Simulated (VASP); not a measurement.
# A VASP study of Zr (Zirconium) (PBE + D3(BJ)): structure first, properties next, part 2 of 2

Aim: relax Zr (Zirconium) with PBE + D3(BJ), compute its properties on that cell and hold them against experiment. The start is a cell from a database of measured crystal structures.

VASP 6.6.1, plane waves and PAW; the level of theory is named at each step.

Still holding for the runs below: The k-mesh is coarse for a metal.

So far. Step 12 (Volume scan with PBE + D3(BJ) (run 6)): The run ends at a pressure of -3.58 GPa.

**13. Volume scan with PBE + D3(BJ) (run 7)**

A prediction first. A parabola through the 6 pressures of evenly scaled cells so far, P = 0.01 -98.2 t +172 t² GPa with t = ln(V/V₁) and V₁ the volume at scale 1, gives -5.13 GPa at t = +0.0583.

Contents of INCAR:

```
SYSTEM = Zr
PREC = Accurate
ENCUT = 400
EDIFF = 1E-06
NELM = 100
ISMEAR = 1
SIGMA = 0.2
LREAL = .FALSE.
ALGO = Normal
GGA = PE
IVDW = 12
NBANDS = 18
LORBIT = 11
LWAVE = .FALSE.
LCHARG = .FALSE.
KPAR = 2
ISIF = 2
```

Contents of POSCAR:

```
Zr
1.0
    3.2551729252      0.0000000000      0.0000000000
   -1.6275864626      2.8190624468      0.0000000000
    0.0000000000      0.0000000000      5.1799202914
Zr
2
Direct
    0.3333333333      0.6666666667      0.2500000000
    0.6666666667      0.3333333333      0.7500000000
```

Contents of KPOINTS:

```
Automatic mesh
0
Gamma
7 7 4
0 0 0
```

The projector-augmented-wave data sets are Zr_sv (PBE family, release 64).

The run is started by

```bash
> mpirun -np 2 vasp_std
```

Wall time 10 s (2 MPI ranks of AMD EPYC 7R43, shared host); peak memory 0.23 GiB.

The pressure falls from -3.58 to -5.19 GPa. The parabola predicted -5.13 GPa, +0.05 GPa off.

**14. The series together**

Times are for 2 MPI ranks of AMD EPYC 7R43, shared host. The runs compared:

| no. | volume scale | energy above the lowest point (meV/atom) | pressure (GPa) | time | memory (GiB) |
| --- | --- | --- | --- | --- | --- |
| 1 | 0.94 | 29.75 | 6.743 | 6 s | 0.22 |
| 2 | 0.96 | 13.43 | 4.304 | 9.2 s | 0.24 |
| 3 | 0.98 | 3.67 | 2.063 | 10 s | 0.25 |
| 4 | 1 | 0 | 0.009732 | 9.4 s | 0.25 |
| 5 | 1.02 | 1.91 | -1.875 | 9.4 s | 0.23 |
| 6 | 1.04 | 8.91 | -3.577 | 9.2 s | 0.25 |
| 7 | 1.06 | 20.56 | -5.185 | 10 s | 0.23 |

**15. Fit for PBE + D3(BJ)**

This step: Birch-Murnaghan fit, PBE with D3(BJ); plane waves and PAW (VASP 6.6.1).

No new run; the numbers come from the runs before.

Numbers from this step:

- pressure derivative of the bulk modulus: 3.340
- r.m.s. error of the fit: 1.12e-5 eV/atom
- minimum inside the sampled range: yes
- bulk modulus: 98.29 GPa
- equilibrium volume of the fit: 22.49 Å³/atom

The energy above the fitted minimum by volume:

```
volume (Å³/atom)  energy above the fitted minimum (eV/atom)
           21.08                                     0.0298
           21.52                                     0.0135
           21.97                                    0.00372
           22.42                                     4.6e-5
           22.87                                    0.00196
           23.32                                    0.00895
           23.77                                     0.0206
```

The fitted volume lies +0.29 % from the relaxed one. At a finite cutoff and mesh the minimum of the energy and the zero of the stress don't quite coincide, and the relaxation stops at a threshold.

**16. Core-level energies (PBE + D3(BJ))**

This step: PBE with D3(BJ); plane waves and PAW (Zr_sv) (VASP 6.6.1).

ICORELEVEL = 1 prints the core eigenvalues in the potential of the ground state.

INCAR: that of step 13 with these lines changed.

```diff
@@ -16,2 +16,2 @@
 KPAR = 2
-ISIF = 2
+ICORELEVEL = 1
```

Contents of POSCAR:

```
Zr
1.0
    3.1925578549      0.0000000000      0.0000000000
   -1.5962789275      2.7648362053      0.0000000000
    0.0000000000      0.0000000000      5.0802816299
Zr
2
Direct
    0.3333333333      0.6666666667      0.2500000000
    0.6666666667      0.3333333333      0.7500000000
```

KPOINTS is that of step 13.

The run is started by

```bash
> mpirun -np 2 vasp_std
```

Run time: 10 s. Hardware: 2 MPI ranks; peak memory 0.24 GiB; 20 s of CPU time.

These are scalar-relativistic Kohn-Sham levels of the ground state, with no core hole, so they are not binding energies.

This step gave:

```yaml
free_energy_toten: -18.10 eV
energy_at_zero_smearing: -18.10 eV
fermi_energy: 9.501 eV
pressure: 0.009732 GPa
```

Kohn-Sham core levels. Core levels, by row:

```
atom  shell  level below the Fermi level (eV)
 Zr1     1s                             17816
 Zr1     2s                              2463
 Zr1     2p                              2196
 Zr1     3s                             398.8
 Zr1     3p                             311.7
 Zr1     3d                             168.8
 Zr2     1s                             17816
 Zr2     2s                              2463
 Zr2     2p                              2196
 Zr2     3s                             398.8
 Zr2     3p                             311.7
 Zr2     3d                             168.8
```

Atoms of one element give levels within 0.1 eV of each other.

**17. Bands along the symmetry lines (PBE + D3(BJ) + SOC)**

This step: PBE with D3(BJ), spin-orbit coupling; plane waves and PAW (Zr_sv) (VASP 6.6.1).

The mesh alone shows little of the dispersion and can miss band extrema, so KPOINTS_OPT adds a path through the symmetry points after the self-consistent cycle. Spin-orbit coupling needs spinors and the noncollinear program, where each band holds one electron.

INCAR: that of step 16 with these lines changed.

```diff
@@ -11,3 +11,9 @@
 IVDW = 12
-NBANDS = 18
+LNONCOLLINEAR = .TRUE.
+MAGMOM = 0 0 0 0 0 0
+NBANDS = 36
+GGA_COMPAT = .FALSE.
+LASPH = .TRUE.
+LSORBIT = .TRUE.
+LMAXMIX = 4
 LORBIT = 11
@@ -16,2 +22 @@
 KPAR = 2
-ICORELEVEL = 1
```

POSCAR is that of step 16.

Contents of KPOINTS:

```
Automatic mesh
0
Gamma
6 6 3
0 0 0
```

Contents of KPOINTS_OPT:

```
Line mode
16
Line-mode
Reciprocal
  0.00000000   0.00000000   0.00000000 GAMMA
  0.50000000   0.00000000   0.00000000 M

  0.50000000   0.00000000   0.00000000 M
  0.33333333   0.33333333   0.00000000 K

  0.33333333   0.33333333   0.00000000 K
  0.00000000   0.00000000   0.00000000 GAMMA

  0.00000000   0.00000000   0.00000000 GAMMA
  0.00000000   0.00000000   0.50000000 A

  0.00000000   0.00000000   0.50000000 A
  0.50000000   0.00000000   0.50000000 L

  0.50000000   0.00000000   0.50000000 L
  0.33333333   0.33333333   0.50000000 H

  0.33333333   0.33333333   0.50000000 H
  0.00000000   0.00000000   0.50000000 A

  0.50000000   0.00000000   0.50000000 L
  0.50000000   0.00000000   0.00000000 M

  0.33333333   0.33333333   0.00000000 K
  0.33333333   0.33333333   0.50000000 H
```

The run is started by

```bash
> mpirun -np 2 vasp_ncl
```

Elapsed: 2.7 min, on 2 MPI ranks; peak memory 0.43 GiB; 5.4 min of CPU time.

This step gave:

- SCF cycles: 13
- bands: 36
- irreducible k-points: 14
- free energy (TOTEN): -18.19 eV
- energy at zero smearing: -18.18 eV
- Fermi energy: 9.402 eV
- pressure: 0.2730 GPa

On-site spin-orbit energy by atom:

| atom | on-site spin-orbit energy (eV) |
| --- | --- |
| Zr1 | -0.143 |
| Zr2 | -0.143 |

Electronic bands along the path, in eV, zero at the Fermi level; # counts the bands kept:

```csv
point,#5,#6,#7,#8,#9,#10,#11,#12
Γ,0.84,0.84,0.94,0.94,1.04,1.04,1.34,1.34
0.53 of the way,-1.07,-1.07,-0.56,-0.56,0.73,0.73,1.12,1.12
M,-2.24,-2.24,-0.12,-0.12,0.53,0.53,0.84,0.84
0.47 of the way,-2.09,-2.09,-0.49,-0.49,0.31,0.31,0.70,0.70
K,-1.32,-1.32,-1.12,-1.12,0.27,0.27,0.31,0.31
0.47 of the way,-1.33,-1.33,-1.15,-1.15,0.46,0.46,0.76,0.76
Γ,0.84,0.84,0.94,0.94,1.04,1.04,1.34,1.34
0.47 of the way,0.60,0.60,0.68,0.68,0.69,0.69,0.76,0.76
A,0.06,0.06,0.06,0.06,0.75,0.75,0.75,0.75
0.53 of the way,-0.80,-0.80,-0.80,-0.80,0.50,0.50,0.50,0.50
L,-1.11,-1.11,-1.11,-1.11,1.78,1.78,1.78,1.78
0.47 of the way,-0.85,-0.85,-0.84,-0.84,0.47,0.47,0.50,0.50
H,-1.34,-1.34,-1.27,-1.27,-0.01,-0.01,0.06,0.06
0.47 of the way,-0.73,-0.73,-0.70,-0.70,0.06,0.06,0.09,0.09
A,0.06,0.06,0.06,0.06,0.75,0.75,0.75,0.75
jump to L,-1.11,-1.11,-1.11,-1.11,1.78,1.78,1.78,1.78
0.47 of the way,-1.21,-1.21,-1.10,-1.10,1.04,1.04,1.22,1.22
M,-2.24,-2.24,-0.12,-0.12,0.53,0.53,0.84,0.84
jump to K,-1.32,-1.32,-1.12,-1.12,0.27,0.27,0.31,0.31
0.47 of the way,-1.38,-1.38,-1.11,-1.11,0.12,0.12,0.17,0.17
H,-1.34,-1.34,-1.27,-1.27,-0.01,-0.01,0.06,0.06
```

There is no gap at this level.

Of the bands kept, 8 cross the Fermi level on this path (spinor bands, one electron each).

**18. What came out**

```yaml
relaxed_volume: 22.42 Å³/atom
relaxed_conventional_cell_a_b_c: 3.193, 3.193, 5.080 Å; angles 90.0, 90.0, 120.0°
space_group_after_relaxing_within_0p02_a: P6_3/mmc (No. 194)
band_gap: none, a metal
dos_at_the_fermi_level: 1.84 states/eV/cell
bulk_modulus_from_the_fit: 98.3 GPa
volume_from_the_fit: 22.5 Å³/atom
shallowest_level_of_the_frozen_cores: Zr1 3d, 168.8 eV deep
band_gap_pbe_d3_bj_soc: none, a metal
```

What this shows: With PBE + D3(BJ), Zr (Zirconium) relaxes to 22.42 Å³/atom in space group P6_3/mmc (held by the symmetry of the run), comes out as a metal and has a bulk modulus of 98.3 GPa. Against the listed cell the volume lies -3.7 % (a -1.2 %, c -1.3 %). Bands along the symmetry lines (PBE + D3(BJ)): Of the bands kept, 4 cross the Fermi level on this path. Bands along the symmetry lines (PBE + D3(BJ) + SOC): Of the bands kept, 8 cross the Fermi level on this path (spinor bands, one electron each). The k-sampling is coarse for a metal, so the Fermi level, pressures and the shape of the cell carry errors. No search among competing phases was made. All values are for a static lattice at zero temperature.

Comparison with the measured values:

```
              quantity  measured  PBE with D3(BJ)
lattice constant a (Å)    3.2349   3.193 (-1.3 %)
lattice constant c (Å)    5.1512   5.080 (-1.4 %)
```

Measured values from arxiv:1701.02117 (2017).

How well it matches: The lattice constant a is off by -1.3 %: fair agreement. The lattice constant c is off by -1.4 %: fair agreement. The grades are ours: good and fair within 0.7 and 1.5 % for the lattice constant a and 0.8 and 2 % for the lattice constant c. For lattice constants the calculation has a static lattice, without zero-point motion or thermal expansion (measured at up to 300 K).

[Lines on the potential files, build, host, timing and source positions are cut from VASP's logs without a mark.]

[Logs are printed without paths, hosts, clocks, repeated set-up lines and the standing remarks that a program may print on its own settings, such as how far it seeks lower states.]

[Hosts, paths, dates, database ids (printed as entryN), source tags and the programs' standing remarks are cut or masked in the printed files.]

[Measured values are set beside computed ones only where the two were judged alike; some that the calculation misses by far are left out.]
